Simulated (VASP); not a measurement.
Data:

```
CELL_PARAMETERS angstrom
      2.87404    -2.10031     0.00000
      2.87404     2.10031     0.00000
     -1.04317     0.00000     6.20712
ATOMIC_POSITIONS crystal
  Sn 0.00000 0.50000 0.00000
  Sn 0.50000 0.00000 0.50000
  O  0.58160 0.41840 0.25000
  O  0.41840 0.58160 0.75000
```

Method: PBE GGA, VASP's PBE PAW potentials (set 64) (plane waves; VASP). Numerical set-up: 520 eV cut-off, 6×6×4 Γ-centred mesh, Gaussian smearing of 0.050 eV, potentials Sn_d O.

Unless said otherwise, spin-orbit coupling is left out, though it shifts the bands of the heavy elements here.

### Question
Predict the energy per atom (σ→0), pressure, largest force, band gap (on the k-mesh) with the smallest direct gap where there is one.

### Answer

```json
{
 "band gap (on the k-mesh)": "none (metal, semimetal or under 0.01 eV)",
 "energy per atom (σ→0)": "-5.169 eV/atom",
 "pressure": "-3.54 GPa",
 "largest_force": "0.191 eV/Å"
}
```

The absolute energy has meaning only against runs of the same code, potentials and settings.

The structure was generated: SnO was put into the tenorite type (C2/c), which need not be its known phase. The cell was not relaxed at this level. The k-mesh is coarse (spacing up to 0.31 per Å, 2π included), so the numbers may not be converged in it.
